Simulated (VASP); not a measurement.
Output of a VASP run:

File OUTCAR:
```
 ion  position               nearest neighbor table
   1  0.000  0.256  0.667-   2 2.44   3 2.44
   2  0.744  0.744  0.000-   3 2.44   1 2.44
   3  0.256  0.000  0.333-   2 2.44   1 2.44
  LATTYP: Found a hexagonal cell.
 ALAT       =     3.9501941034
 C/A-ratio  =     1.2963672331
 Subroutine PRICEL returns:
 Original cell was already a primitive cell.
 Subroutine GETGRP returns: Found  6 space group operations
The static configuration has the point symmetry C_2 .
 The point group associated with its full space group is D_3 .
The dynamic configuration has the point symmetry C_2 .
The overall configuration has the point symmetry C_2 .
 Subroutine INISYM returns: Found  6 space group operations
 Subroutine IBZKPT returns following result:
 Found     34 irreducible k-points:

 Following reciprocal coordinates:
            Coordinates               Weight
  0.000000  0.000000  0.000000      1.000000
  0.166667 -0.000000  0.000000      6.000000
  0.333333  0.000000  0.000000      6.000000
  0.500000 -0.000000  0.000000      3.000000
  0.166667  0.166667  0.000000      3.000000
 -0.166667 -0.166667  0.000000      3.000000
  0.333333  0.166667  0.000000      6.000000
 -0.333333 -0.166667  0.000000      6.000000
  0.333333  0.333333  0.000000      1.000000
 -0.333333 -0.333333  0.000000      1.000000
  0.000000  0.000000  0.250000      2.000000
  0.166667 -0.000000  0.250000      6.000000
 -0.000000  0.166667  0.250000      6.000000
  0.333333  0.000000  0.250000      6.000000
  0.000000  0.333333  0.250000      6.000000
  0.500000 -0.000000  0.250000      6.000000
  0.166667  0.166667  0.250000      6.000000
 -0.166667 -0.166667 -0.250000      6.000000
  0.333333  0.166667  0.250000      6.000000
 -0.333333 -0.166667 -0.250000      6.000000
 -0.166667  0.500000  0.250000      6.000000
  0.166667  0.500000 -0.250000      6.000000
  0.333333  0.333333  0.250000      2.000000
 -0.333333 -0.333333 -0.250000      2.000000
  0.000000  0.000000  0.500000      1.000000
  0.166667 -0.000000  0.500000      6.000000
  0.333333  0.000000  0.500000      6.000000
  0.500000 -0.000000  0.500000      3.000000
  0.166667  0.166667  0.500000      3.000000
 -0.166667 -0.166667  0.500000      3.000000
  0.333333  0.166667  0.500000      6.000000
 -0.333333 -0.166667  0.500000      6.000000
  0.333333  0.333333  0.500000      1.000000
 -0.333333 -0.333333  0.500000      1.000000
   k-points           NKPTS =     34   k-points in BZ     NKDIM =     34   number of bands    NBANDS=     26
   number of dos      NEDOS =    301   number of ions     NIONS =      3
   total plane-waves  NPLWV =  28224
   dimension x,y,z NGX =    28 NGY =   28 NGZ =   36
   dimension x,y,z NGXF=    56 NGYF=   56 NGZF=   72
   ions per type =               3
   PREC   = accura    normal or accurate (medium, high low for compatibility)
   ISTART =      0    job   : 0-new  1-cont  2-samecut
   ICHARG =      2    charge: 1-file 2-atom 10-const
   ISPIN  =      1    spin polarized calculation?
   LNONCOLLINEAR =      T non collinear calculations
   LSORBIT =      T    spin-orbit coupling
   INIWAV =      1    electr: 0-lowe 1-rand  2-diag
   ENCUT  =  400.0 eV  29.40 Ry    5.42 a.u.   6.44  6.44  8.35*2*pi/ulx,y,z
   NELM   =    100;   NELMIN=  2; NELMDL= -5     # of ELM steps
   EDIFF  = 0.1E-05   stopping-criterion for ELM
   LREAL  =      F    real-space projection
   NLSPLINE    = F    spline interpolate recip. space projectors
   LMAXMIX     =    4 max onsite mixed and CHGCAR
   VOSKOWN=      0    Vosko Wilk Nusair interpolation
   EDIFFG = 0.1E-04   stopping-criterion for IOM
   NSW    =      0    number of steps for IOM
   NBLOCK =      1;   KBLOCK =      1    inner block; outer block
   IBRION =     -1    ionic relax: 0-MD 1-quasi-New 2-CG
   NFREE  =      0    steps in history (QN), initial steepest desc. (CG)
   ISIF   =      2    stress and relaxation
...
```

### OSZICAR
```
       N       E                     dE             d eps       ncg     rms          rms(c)
DAV:   1     0.782217213098E+02    0.78222E+02   -0.64509E+03  1768   0.959E+02
DAV:   2    -0.648304178092E+01   -0.84705E+02   -0.81832E+02  2336   0.177E+02
DAV:   3    -0.125663730291E+02   -0.60833E+01   -0.60118E+01  2208   0.511E+01
DAV:   4    -0.126310293494E+02   -0.64656E-01   -0.64473E-01  1968   0.606E+00
DAV:   5    -0.126316358274E+02   -0.60648E-03   -0.60629E-03  2026   0.561E-01    0.764E+00
DAV:   6    -0.125690073985E+02    0.62628E-01   -0.32061E-02  1896   0.129E+00    0.467E+00
DAV:   7    -0.125457345880E+02    0.23273E-01   -0.58346E-02  1878   0.166E+00    0.840E-01
DAV:   8    -0.125456297647E+02    0.10482E-03   -0.49853E-03  1866   0.488E-01    0.179E-01
DAV:   9    -0.125451564649E+02    0.47330E-03   -0.10741E-03  1884   0.231E-01    0.845E-02
DAV:  10    -0.125451735776E+02   -0.17113E-04   -0.24581E-04  1936   0.970E-02    0.156E-02
DAV:  11    -0.125451729062E+02    0.67147E-06   -0.29918E-06  1950   0.132E-02
   1 F= -.12545173E+02 E0= -.12545152E+02  d E =-.409726E-04  mag=     0.0000     0.0000     0.0000
       N       E                     dE             ncg
       N       E                     dE             ncg
```

File OUTCAR:
```
------------------------ aborting loop because EDIFF is reached ----------------------------------------
  FORCE on cell =-STRESS in cart. coord.  units (eV):
  Direction    XX          YY          ZZ          XY          YZ          ZX
  --------------------------------------------------------------------------------------
  Total        0.0291139      0.0291139      0.0726160      0.0000000      0.0000000      0.0000000
  in kB        0.6740573      0.6740573      1.6812362      0.0000000      0.0000000      0.0000000
  external PRESSURE =       1.0097836 kB  Pullay stress =       0.0000000 kB
  volume of cell :       69.20
      direct lattice vectors                 reciprocal lattice vectors
     1.975097056 -3.420968441  0.000000000     0.253152116 -0.146157443  0.000000000
     1.975097056  3.420968441  0.000000000     0.253152116  0.146157443  0.000000000
     0.000000000  0.000000000  5.120902200     0.000000000  0.000000000  0.195278090
 POSITION                                       TOTAL-FORCE (eV/Angst)
 -----------------------------------------------------------------------------------
      0.50531      0.87523      3.41394         0.005342      0.009253     -0.000000
      2.93957      0.00000      0.00000        -0.010684      0.000000      0.000000
      0.50531     -0.87523      1.70697         0.005342     -0.009253      0.000000
 -----------------------------------------------------------------------------------
    total drift:                               -0.000233     -0.000000     -0.000000
  FREE ENERGIE OF THE ION-ELECTRON SYSTEM (eV)
  ---------------------------------------------------
  free  energy   TOTEN  =       -12.5451729062 eV

  energy  without entropy=      -12.5451319335  energy(sigma->0) =      -12.54515242

 Ion:    1  E_soc:     -0.0483317

 Ion:    2  E_soc:     -0.0483317

 Ion:    3  E_soc:     -0.0483317
```
(Selected blocks of OUTCAR.)

POSCAR:
```
Se
1
    1.9750970562    -3.4209684408    -0.0000000000
    1.9750970562     3.4209684408     0.0000000000
    0.0000000000    -0.0000000000     5.1209021999
Se
3
Direct
  1.0000000000   0.2558428306   0.6666670000
  0.7441571694   0.7441571694   0.0000000000
  0.2558428306   1.0000000000   0.3333330000
```

Question: Write an INCAR and KPOINTS that could have produced this output.

Answer: This is not unique; one that fits is the input of the run itself, LDA (Ceperley-Alder, Perdew-Zunger) with spin-orbit coupling, plane waves, VASP's LDA PAW potentials (set 64).

INCAR:
```
SYSTEM = Se
PREC = Accurate; ENCUT = 400; LREAL = .FALSE.
LASPH = .TRUE.
EDIFF = 1E-6; NELM = 100; ALGO = Normal
LMAXMIX = 4
ISMEAR = 0; SIGMA = 0.05
GGA_COMPAT = .FALSE.
MAGMOM = 9*0; LSORBIT = .TRUE.
LWAVE = .FALSE.; LCHARG = .FALSE.
```

KPOINTS_OPT:
```
k-points along high-symmetry lines
5
Line-mode
Reciprocal
  0.000000   0.000000   0.000000 ! GAMMA
  0.500000   0.000000   0.000000 ! M

  0.500000   0.000000   0.000000 ! M
  0.333333   0.333333   0.000000 ! K

  0.333333   0.333333   0.000000 ! K
  0.000000   0.000000   0.000000 ! GAMMA

  0.000000   0.000000   0.000000 ! GAMMA
  0.000000   0.000000   0.500000 ! A

  0.000000   0.000000   0.500000 ! A
  0.500000   0.000000   0.500000 ! L

  0.500000   0.000000   0.500000 ! L
  0.333333   0.333333   0.500000 ! H

  0.333333   0.333333   0.500000 ! H
  0.000000   0.000000   0.500000 ! A

  0.500000   0.000000   0.500000 ! L
  0.500000   0.000000   0.000000 ! M

  0.333333   0.333333   0.500000 ! H
  0.333333   0.333333   0.000000 ! K
```

File KPOINTS:
```
Automatic
0
gamma
 6 6 4
```

POTCAR, in this order: Se (LDA.64 set). Program: vasp_ncl.

The compound is Se in the trig structure. It was relaxed first, which changed the volume by -15 %.
